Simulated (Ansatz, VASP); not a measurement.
# Cross-check of Zn3SbN3 between VASP and Ansatz, part 2 of 2

Aim: how closely do two programs agree when they are given the same cell, functional and k mesh? The cell is taken from a series of runs on this material, whose earlier steps may have relaxed, scaled, displaced or heated it; both programs get it as it stands.

VASP 6.6.1 and Ansatz 0.2.0.

So far: Set-up; VASP: dielectric response, PBE.

### Step 3. Ansatz: dielectric response, PBE

Level of this step: Ansatz beside VASP: Kohn-Sham DFT, plane waves, PBE (Ansatz).

Ansatz runs on its PAW soft_1 files.

The same cell, functional and mesh now go to Ansatz, which takes its cutoff from its data sets.

input.yaml reads:

```yaml
crystal:
  lattice:
    - [3.3938895471, -3.283248115, 0.0]
    - [3.3938895471, 3.283248115, 0.0]
    - [-3.2155964401, 0.0, 4.5561292986]
  atoms:
    - { symbol: Zn, position: [0.64265811, 0.64265811, 0.11808447] }
    - { symbol: Zn, position: [0.75601403, 0.31486041, 0.51982585] }
    - { symbol: Zn, position: [0.31486041, 0.75601403, 0.51982585] }
    - { symbol: Sb, position: [0.06050886, 0.06050886, 0.00241463] }
    - { symbol: "N", position: [0.41103526, 0.94206134, 0.29988336] }
    - { symbol: "N", position: [0.94206134, 0.41103526, 0.29988336] }
    - { symbol: "N", position: [0.698722, 0.698722, 0.81219049] }
kpoints:
  mp_grid: { grid: [6, 6, 6] }
hamiltonian:
  xc: pbe
  pseudopotentials: { kind: paw, azcp: { folder: soft_1 } }
scf:
  occupations: { method: fixed }
dielectric: {}
```

Run with:

```
$ ansatz run input.yaml --threads 2 --pin off --max-ram 92160MiB --backend cuda --events-out ev --progress --plain --runs-dir out --devices 1 --max-vram 13GiB
```

Numbers of over 12 decimals in the logs are rounded to 6 here.

Log:

```text
GPUs: using 1 of 1 available (devices: 1).
Engine: ansatz 0.2.0, x86_64-unknown-linux-gnu
Pseudopotentials: kind: paw
Pseudopotential: Zn, paw, valence charge 12, recommended cutoff 420 eV (normal), soft_1/Zn.paw.azcp
Pseudopotential: Sb, paw, valence charge 15, recommended cutoff 420 eV (normal), soft_1/Sb.paw.azcp
Pseudopotential: N, paw, valence charge 5, recommended cutoff 420 eV (normal), soft_1/N.paw.azcp
Functional definition: PBE
  parameter kappa = 0.804
  parameter beta = 0.066725
  exchange = pbe_x(kappa = kappa, mu = beta*pi^2/3)
  correlation = pbe_c(beta = beta)
device memory: the entry about to start is reckoned to put 1.6 GiB on a device that reports 41.9 GiB free (of which the cap on the GPU budget leaves the run 13.0 GiB)
GPU FFT provider: cuFFT
GPU libraries: cuBLAS 13.8.2, cuFFT 12.4.0, cuSOLVER 12.3.4
Crystal: 7 atoms, lattice volume = 101.538 Å³
Basis set: ecut = 420 eV, 1987 PW (Γ), exchange–correlation on 64×64×80 points (8 copies of the dense FFT grid, shifted against one another)
Bands: 40, of which v1, the nominal top of the filled ones, is band 33 counted from 1 (32 counted from 0)
Symmetry: 2 space group operations
k-points: 112 of 216 (irreducible under 1 space group operation, time reversal used)
Non-local potential: Zn, projectors of the file, l = 0: 2, l = 1: 2, l = 2: 3, l = 3: 1
Non-local potential: Sb, projectors of the file, l = 0: 2, l = 1: 2, l = 2: 2, l = 3: 1
Non-local potential: N, projectors of the file, l = 0: 2, l = 1: 2, l = 2: 1
PAW form: soft (Blöchl's): semilocal exchange-correlation on the pseudo side does not see the compensation charge
PAW one-centre angular grid: Zn, 590 points (default); XC on 64 Gauss nodes
PAW one-centre angular grid: Sb, 590 points (default); XC on 64 Gauss nodes
PAW one-centre angular grid: N, 110 points (default); XC on 64 Gauss nodes
Initial density: superposition of atomic densities (chi_scale 0.1, normalization cell, long waves kept (reshape's long-wave potential 0.03 eV rms))
Initial wavefunctions: pseudopotential atomic-orbital guess
GPU buffer pool allocated for 40960 grid points (all kernels)
GPU transforms: local potential and band sums: pruned to the plane-wave sphere, on 32×32×40
Functional: x = pbe(κ = 0.804, μ = 0.219515), c = pbe(β = 0.066725)
SCF iter   1: F=—  HF=-17594.624194 eV  |F-HF|=—  |Δ(HF+E_count)|=         —  Δρ=7.68e-2  dr2=7.41e0  ethr=3.10e-3  ⟨swp⟩=4.8  Hψ=17463  notcnv=0  defer=543
preconditioner: auto → Resta (q_TF=auto, 2.539 Å⁻¹)  ε∞=5.2  [insulator: Δε(μ)=2.083 eV  Ē_g=14.526 eV  n_scr=30 (ndim 8)  ℏωp=29.9 eV  f_vac=0.006  ε∞_Penn≈5.2]
SCF iter   2: F=—  HF=-17592.878455 eV  |F-HF|=—  |Δ(HF+E_count)|=    1.75e0  Δρ=2.91e-2  dr2=5.28e-1  ethr=3.10e-3  ⟨swp⟩=3.0  Hψ=9224  notcnv=0  defer=554
SCF iter   3: F=—  HF=-17592.784378 eV  |F-HF|=—  |Δ(HF+E_count)|=   9.41e-2  Δρ=1.55e-2  dr2=1.94e-1  ethr=8.00e-4  ⟨swp⟩=3.0  Hψ=7363  notcnv=0  defer=554
SCF iter   4: F=—  HF=-17592.778851 eV  |F-HF|=—  |Δ(HF+E_count)|=   5.53e-3  Δρ=9.07e-3  dr2=4.50e-2  ethr=2.93e-4  ⟨swp⟩=2.0  Hψ=7143  notcnv=0  defer=555
SCF iter   5: F=—  HF=-17592.767188 eV  |F-HF|=—  |Δ(HF+E_count)|=   1.17e-2  Δρ=2.01e-3  dr2=3.26e-3  ethr=6.82e-5  ⟨swp⟩=2.0  Hψ=8307  notcnv=0  defer=548
SCF iter   6: F=—  HF=-17592.768774 eV  |F-HF|=—  |Δ(HF+E_count)|=   1.59e-3  Δρ=4.14e-4  dr2=1.89e-4  ethr=4.94e-6  ⟨swp⟩=2.0  Hψ=7488  notcnv=0  defer=559
SCF iter   7: F=—  HF=-17592.769023 eV  |F-HF|=—  |Δ(HF+E_count)|=   2.49e-4  Δρ=2.66e-4  dr2=7.14e-5  ethr=2.87e-7  ⟨swp⟩=2.0  Hψ=7998  notcnv=0  defer=555
SCF iter   8: F=—  HF=-17592.768913 eV  |F-HF|=—  |Δ(HF+E_count)|=   1.10e-4  Δρ=2.15e-4  dr2=4.31e-5  ethr=1.08e-7  ⟨swp⟩=2.0  Hψ=7363  notcnv=0  defer=283
SCF iter   9: F=—  HF=-17592.768905 eV  |F-HF|=—  |Δ(HF+E_count)|=   8.70e-6  Δρ=4.26e-5  dr2=1.47e-6  ethr=6.53e-8  ⟨swp⟩=2.0  Hψ=6938  notcnv=0  defer=254
SCF iter  10: F=—  HF=-17592.769138 eV  |F-HF|=—  |Δ(HF+E_count)|=   2.33e-4  Δρ=2.85e-5  dr2=6.63e-7  ethr=2.23e-9  ⟨swp⟩=2.0  Hψ=7928  notcnv=0  defer=254
SCF iter  11: F=—  HF=-17592.769138 eV  |F-HF|=—  |Δ(HF+E_count)|=   2.03e-7  Δρ=1.70e-5  dr2=2.55e-7  ethr=1.00e-9  ⟨swp⟩=2.0  Hψ=7024  notcnv=0  defer=254
SCF iter  12: F=—  HF=-17592.769138 eV  |F-HF|=—  |Δ(HF+E_count)|=   9.38e-9  Δρ=4.56e-6  dr2=1.96e-8  ethr=3.86e-10  ⟨swp⟩=2.0  Hψ=7024  notcnv=0  defer=254
SCF iter  13: F=—  HF=-17592.769138 eV  |F-HF|=—  |Δ(HF+E_count)|=   1.56e-8  Δρ=2.19e-6  dr2=4.29e-9  ethr=2.98e-11  ⟨swp⟩=2.0  Hψ=7294  notcnv=0  defer=254
SCF iter  14: F=—  HF=-17592.769138 eV  |F-HF|=—  |Δ(HF+E_count)|=  1.13e-10  Δρ=7.84e-7  dr2=4.82e-10  ethr=6.50e-12  ⟨swp⟩=2.1  Hψ=7193  notcnv=0  defer=254
SCF iter  15: F=-17592.769138 eV  HF=-17592.769138 eV  |F-HF|=6.18e-11  |Δ(HF+E_count)|=  1.38e-10  Δρ=2.61e-7  dr2=5.74e-11  ethr=1.00e-12  ⟨swp⟩=10.6  Hψ=18832  notcnv=0
SCF 1 converged in 15 iterations: F = -17592.769138 eV  dr2 = 5.74e-11
  greatest PAW one-centre occupation: 0.996 electrons in one spin orbital (limit 2), on the Sb atom at site 3 (counted from 0), in its partial waves of l = 2
the response reads at least the filled bands of the reference SCF and the lowest empty band at each k-point, and that SCF's band table does not vouch for those bands. The notice of the band table in this run's record says why
[...]
NSCF: frozen V_eff on 1 k-points
device memory: the entry about to start is reckoned to put 0.5 GiB on a device that reports 45.1 GiB free (of which the cap on the GPU budget leaves the run 12.9 GiB)
NSCF: frozen V_eff on 1 k-points
device memory: the entry about to start is reckoned to put 0.1 GiB (of the 0.3 GiB reckoned in all, the device holds 0.2 GiB already) on a device that reports 45.1 GiB free (of which the cap on the GPU budget leaves the run 12.9 GiB)
device memory: the entry about to start is reckoned to put 2.2 GiB (of the 2.4 GiB reckoned in all, the device holds 0.2 GiB already) on a device that reports 45.1 GiB free (of which the cap on the GPU budget leaves the run 12.9 GiB)
DFPT response loops at Γ: preconditioner auto → Resta (q_TF=auto, 2.539 Å⁻¹)  ε∞=6.4 (no band partly filled); β = 1.00, the filter's whole step (`scf.mixing.beta` (0.50) is not read by the response loops at its default; to damp them type it under 1.00, their step now; it binds the ground state too); Broyden in place of MSR1
── the response to a field inside a basis, on 6×6×6 k-points: an SCF that follows is theirs, and a resumed run solves both again ──
device memory: the entry about to start is reckoned to put 0.4 GiB on a device that reports 49.0 GiB free (of which the cap on the GPU budget leaves the run 12.9 GiB)
GPU FFT provider: cuFFT
GPU libraries: cuBLAS 13.8.2, cuFFT 12.4.0, cuSOLVER 12.3.4
Bands: 34, of which v1, the nominal top of the filled ones, is band 33 counted from 1 (32 counted from 0)
k-points: 63 of 216 (time reversal used)
Initial density: handed on by an earlier stage of this run
Initial wavefunctions: pseudopotential atomic-orbital guess (no wavefunctions were taken with the density)
GPU buffer pool allocated for 40960 grid points (all kernels)
GPU transforms: band sums: pruned to the plane-wave sphere, on 32×32×40
Eigensolver: Dense (63 Hₖ)
SCF iter   1: F=—  HF=-17592.696072 eV  |F-HF|=—  |Δ(HF+E_count)|=         —  Δρ=2.78e-4  dr2=1.76e-5  ethr=1.00e-1
preconditioner: auto → Resta (q_TF=auto, 2.539 Å⁻¹)  ε∞=7.6  [insulator: Δε(μ)=1.639 eV  Ē_g=11.665 eV  n_scr=30 (ndim 8)  ℏωp=29.9 eV  f_vac=0.024  ε∞_Penn≈7.6]
SCF iter   2: F=—  HF=-17592.696096 eV  |F-HF|=—  |Δ(HF+E_count)|=   2.38e-5  Δρ=1.67e-4  dr2=9.63e-6  ethr=2.66e-8
SCF iter   3: F=—  HF=-17592.696104 eV  |F-HF|=—  |Δ(HF+E_count)|=   8.75e-6  Δρ=6.72e-5  dr2=1.32e-6  ethr=1.46e-8
SCF iter   4: F=-17592.696106 eV  HF=-17592.696106 eV  |F-HF|=4.66e-8  |Δ(HF+E_count)|=   1.76e-6  Δρ=1.05e-5  dr2=6.75e-8  ethr=2.01e-9
SCF 1 converged in 4 iterations: F = -17592.696106 eV  dr2 = 6.75e-8
device memory: the entry about to start is reckoned to put 0.1 GiB (of the 0.2 GiB reckoned in all, the device holds 0.1 GiB already) on a device that reports 42.4 GiB free (of which the cap on the GPU budget leaves the run 12.7 GiB)
device memory: the entry about to start is reckoned to put 1.9 GiB on a device that reports 42.4 GiB free (of which the cap on the GPU budget leaves the run 12.7 GiB)
DFPT response loops at Γ: preconditioner auto → Resta (q_TF=auto, 2.539 Å⁻¹)  ε∞=6.1 (no band partly filled); β = 1.00, the filter's whole step (`scf.mixing.beta` (0.50) is not read by the response loops at its default; to damp them type it under 1.00, their step now; it binds the ground state too); Broyden in place of MSR1
SCF converged after 15 iterations
Free energy (F): -17592.769138 eV
Harris-Foulkes:  -17592.769138 eV  (|F-HF|=6.18e-11)
Internal energy: -17592.769138 eV  (E = F + TS)
E sigma→0 (E₀):  -17592.769138 eV
Fermi energy:    8.498263 eV
--- Per-component energies (eV) ---
  E_band       = -45.615844
  E_kinetic    = 987.509499
  E_local      = -8043.358197  (includes V_loc(G=0)·N_el)
  E_nonlocal   = 2958.264123
  E_hartree    = 3098.805405
  E_xc         = -510.365764
  E_vxc        = -467.214049  (∫ρ·V_xc dr)
  E_paw        = -10621.597460  (= ΣΔE_a)
  E_vpaw       = -1678.430237  (= ΣTr[D̂ρ^β])
  E_aug_tail   = 0.002015  (compensation charges beyond the density's cutoff)
  E_ewald      = -5462.028759
  E_smearing   = -0.000000  (= −TS)
  E_closure    = 0.000000  (closes the sum)
  Σ components = -17592.769138   (vs F -17592.769138, Δ=0.00e0)
--- Band table (eV; the first three rows and the last of 112) ---
  k-point 0: bands = [... 29 lower, 5.9502, 7.2888, 7.6404, 7.9770, 10.8624, 11.8000, 12.5907, 12.9970, ... 3 higher]
  k-point 1: bands = [... 29 lower, 6.2224, 7.3585, 7.6395, 8.1707, 10.2846, 12.1852, 12.2636, 12.9919, ... 3 higher]
  k-point 2: bands = [... 29 lower, 6.7059, 7.2932, 7.5506, 8.4261, 9.9590, 11.5733, 12.0199, 13.2719, ... 3 higher]
  k-point 111: bands = [... 29 lower, 7.2658, 7.4229, 7.9656, 8.4078, 11.7636, 12.5636, 13.1681, 13.3224, ... 3 higher]
--- Dielectric response (ions clamped): 3 representative field directions + reference, inside a basis on a mesh of 216 k-points (Σ response iterations 24) ---
  ε∞ (high-frequency dielectric tensor):
        7.602562     0.000000    -0.457726
        0.000000     8.259029     0.000000
       -0.457726     0.000000     8.119612
  Born effective charges Z* (e; rows j = field, columns β = displacement):
    site 0:
         1.53035   -0.00000   -0.67912
         0.00000    2.51155    0.00000
        -0.50920   -0.00000    1.26416
    site 1:
         2.11366    0.25366   -0.01199
         0.00572    1.63705    0.26953
        -0.08872    0.26574    2.22719
    site 2:
         2.11366   -0.25366   -0.01199
        -0.00572    1.63705   -0.26953
        -0.08872   -0.26574    2.22719
    site 3:
         1.92990    0.00000    0.62223
         0.00000    2.40048    0.00000
         0.57710    0.00000    2.21160
    site 4:
        -2.41504    0.20320    0.06495
        -0.29660   -2.84335    0.88796
         0.26858    0.53300   -2.65144
    site 5:
        -2.41504   -0.20320    0.06495
         0.29660   -2.84335   -0.88796
         0.26858   -0.53300   -2.65144
    site 6:
        -2.85748    0.00000   -0.04904
         0.00000   -2.49942    0.00000
        -0.42763    0.00000   -2.62725
  Z* charge neutrality: 8.334e-3 e pre-enforcement
  solved inside a basis spanned on kpoints, on 6×6×6 k-points, its susceptibility summed on 10×10×10: ε∞ is read to err by 2.7e-2, Z* by 2.0e-2 e (field_mesh: kpoints solves on kpoints); Z* is corrected for what the basis lacks
```

The column dr2 measures how far the density is from self-consistency, as an energy; F and HF (Harris–Foulkes) agree once it is small.

### Step 4. Differences

Known differences besides the potentials themselves: fixed occupations in Ansatz, narrow Gaussian smearing in VASP; VASP's response is taken on the typed mesh, Ansatz refines its own for the field response alone; the data sets hold 66 valence electrons in Ansatz (on its PAW soft_1 files) and 56 in VASP; the cutoff is 420 eV in Ansatz and 520 eV in VASP; VASP's log repeats an internal error in its field response. Total energies have different zeros and are not compared.

Compared:

| quantity | Ansatz | VASP | difference |
| --- | --- | --- | --- |
| ε∞ xx | 7.60 | 7.55 | +0.65 % |
| ε∞ yy | 8.26 | 8.21 | +0.58 % |
| ε∞ zz | 8.12 | 8.08 | +0.49 % |
| Born charge of Zn1 (mean of the diagonal) (e) | 1.77 | 1.77 | 0.00 |
| Born charge of Sb4 (mean of the diagonal) (e) | 2.18 | 2.19 | -0.01 |
| Born charge of N5 (mean of the diagonal) (e) | -2.64 | -2.64 | 0.00 |

### Step 5. Outcome

```
difference in ε∞ xx (dielectric response, PBE) : 0.65 %
```

In words: The difference in ε∞ xx is 0.65 % (dielectric response, PBE), within the 5 % picked in this series as the mark of a large difference. The data sets hold unlike numbers of valence electrons (66 in Ansatz and 56 in VASP), so part of the differences comes from the potentials. Such differences can come from data sets, numerical settings and the points named under the comparisons, not from the functional's error against experiment.

[Lines on the potential files, build, host, timing and source positions are cut from VASP's logs without a mark.]

[Logs are printed without paths, hosts, clocks, repeated set-up lines and the standing remarks that a program may print on its own settings, such as how far it seeks lower states.]

[Hosts, paths, dates, database ids (printed as entryN), source tags and the programs' standing remarks are cut or masked in the printed files.]
